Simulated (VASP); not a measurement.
Data:

```
HfC
1.0
    0.00000     2.29828     2.30392
    2.37110     0.00000     2.30392
    2.37110     2.29828     0.00000
Hf C
1 1
Direct
  0.00000   0.00000   0.00000
  0.48286   0.51714   0.51714
```

The numbers are results of PBE GGA, VASP's PBE PAW potentials (set 64) (plane waves; VASP), not measurements. Run with 475 eV cut-off, 12×12×12 Γ-centred mesh, first-order Methfessel-Paxton smearing of 0.10 eV, potentials Hf_pv C.

At this cut-off the stress carries a Pulay error, which pulls relaxed volumes low.

Question: Which forces act on the atoms, in eV/Å?

Answer: 
```
atom      Fx     Fy     Fz
----  ------  -----  -----
Hf1    0.460  0.000  0.000
C2    -0.460  0.000  0.000
```

Question: Give the stress tensor in GPa (positive for a compressed cell).

Answer: 
```
-6.03   0.00   0.00
 0.00   4.48   0.00
 0.00   0.00   3.47
```
The pressure is its mean diagonal, 0.64 GPa.

The compound is HfC in the rock salt structure. The cell was not relaxed at this level, atoms are displaced from their ideal sites. The run is one of a series of settings (ENCUT = 475 against the base run), some of them coarse on purpose.
